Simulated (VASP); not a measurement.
Calculation: PBE GGA with spin-orbit coupling, VASP's PBE PAW potentials (set 64) (plane waves; VASP).

A VASP calculation is set up with these files.

KPOINTS:
```
Automatic mesh
0
Gamma
6 6 1
0 0 0
```

POSCAR:
```
ZrS2
1
    3.5728920000     0.0000000000     0.0000000000
   -1.7864460000     3.0942150000     0.0000000000
    0.0000000000     0.0000000000    12.9100000000
Zr S
1 2
Direct
  0.0000000000   0.0000000000   0.5000000000
  0.3333330000   0.6666670000   0.6127030000
  0.6666670000   0.3333330000   0.3872970000
```

INCAR:
```
SYSTEM = ZrS2
PREC = Accurate; ENCUT = 300; LREAL = F
LASPH = T
EDIFF = 1E-6; NELM = 100; ALGO = Normal
LMAXMIX = 4
ISMEAR = -1; SIGMA = 0.1
GGA = PE; GGA_COMPAT = F
MAGMOM = 9*0.0; LSORBIT = T; LNONCOLLINEAR = T
ISIF = 2
LWAVE = F; LCHARG = F; LORBIT = 11
```

POTCAR, in this order: Zr_sv S (PBE.64 set). Program: vasp_ncl.

Problem. What will the output report for the number of irreducible k-points (NKPTS), largest plane-wave count, number of space-group operations, FFT grid (NGX, NGY, NGZ)?

Solution. 
| Quantity | Result |
|---|---|
| number of irreducible k-points (NKPTS) | 7 |
| largest plane-wave count | 3414 |
| number of space-group operations | 12 |
| FFT grid (NGX, NGY, NGZ) | 20 × 20 × 80 |

The cell is a sheet with vacuum, built from a generated structure.
